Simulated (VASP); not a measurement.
Given:

```xyz
2
Lattice="0.0000 2.8662 2.8662 2.8662 0.0000 2.8662 2.8662 2.8662 0.0000" Properties=species:S:1:pos:R:3 pbc="T T T"
Al     0.0000     0.0000     0.0000
As     4.2993     4.2993     4.2993
```

Level of theory: PBE GGA, VASP's PBE PAW potentials (set 64) (plane waves; VASP). Numerical set-up: PREC = Normal, EDIFF = 1E-5, 400 eV cut-off, 8×8×8 Γ-centred mesh, Gaussian smearing of 0.050 eV, potentials Al As.

Task: Predict the energy per atom (σ→0), band gap (on the k-mesh) with the smallest direct gap where there is one.

Result: 
* **band gap (on the k-mesh)**: 1.50 eV
* **smallest direct gap (on the k-mesh)**: 1.76 eV
* **energy per atom (σ→0)**: -4.694 eV/atom

Total energies compare only between runs with the same potentials, cut-off and functional.

The structure comes from a computed database's AlAs entry (F-43m); how it stands against other phases isn't given here. It was relaxed first.
